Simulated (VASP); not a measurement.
OSZICAR of a VASP run on FeGe (space group P2_13):

### OSZICAR
```
       N       E                     dE             d eps       ncg     rms          rms(c)
DAV:   1     0.756686946720E+03    0.75669E+03   -0.25619E+04  1160   0.279E+03
DAV:   2     0.893329820952E+02   -0.66735E+03   -0.62987E+03   960   0.671E+02
DAV:   3    -0.520369945223E+02   -0.14137E+03   -0.13270E+03   960   0.196E+02
DAV:   4    -0.610891174903E+02   -0.90521E+01   -0.88750E+01  1104   0.592E+01
DAV:   5    -0.612626759193E+02   -0.17356E+00   -0.17321E+00  1084   0.883E+00    0.283E+01
DAV:   6    -0.679168751724E+02   -0.66542E+01   -0.67653E+01  1160   0.719E+01    0.335E+01
DAV:   7    -0.568042754783E+02    0.11113E+02   -0.32494E+01  1080   0.547E+01    0.655E+00
DAV:   8    -0.570294482513E+02   -0.22517E+00   -0.27964E+00  1052   0.690E+00    0.348E+00
DAV:   9    -0.569639124643E+02    0.65536E-01   -0.19681E-01  1160   0.324E+00    0.142E+00
DAV:  10    -0.569506936886E+02    0.13219E-01   -0.22915E-02  1116   0.100E+00    0.522E-01
DAV:  11    -0.569492024739E+02    0.14912E-02   -0.39061E-03  1188   0.447E-01    0.184E-01
DAV:  12    -0.569492087362E+02   -0.62624E-05   -0.59149E-04  1048   0.177E-01    0.725E-02
DAV:  13    -0.569492018386E+02    0.68977E-05   -0.67690E-05  1252   0.507E-02    0.363E-02
DAV:  14    -0.569492041509E+02   -0.23123E-05   -0.23761E-05   976   0.278E-02    0.163E-02
DAV:  15    -0.569492051051E+02   -0.95420E-06   -0.38549E-06   880   0.157E-02
   1 F= -.56949205E+02 E0= -.56821100E+02  d E =-.256210E+00  mag=     4.4701
```

Which electronic solver shows in the log?

It is blocked Davidson (ALGO = Normal, or the opening steps of other solvers). The INCAR had ALGO = Normal.

How was spin treated?

Collinear spin (ISPIN = 2): the summary line carries one mag value, 4.47 μB in the cell.

Can the final energy be trusted as converged?

The calculation finished and met its thresholds. It stopped with EDIFF = 1E-6, NELM = 100 (PBEsol GGA, plane waves, VASP's PBE PAW potentials (set 64)).  The run has a spin-polarised start.

The structure comes from a computed database's FeGe entry; how it stands against other phases isn't given here. The cell was not relaxed at this level. The k-mesh is coarse (spacing up to 0.44 per Å, 2π included), so the numbers may not be converged in it. The run is one of a series of settings (GGA = PS against the base run), some of them coarse on purpose.
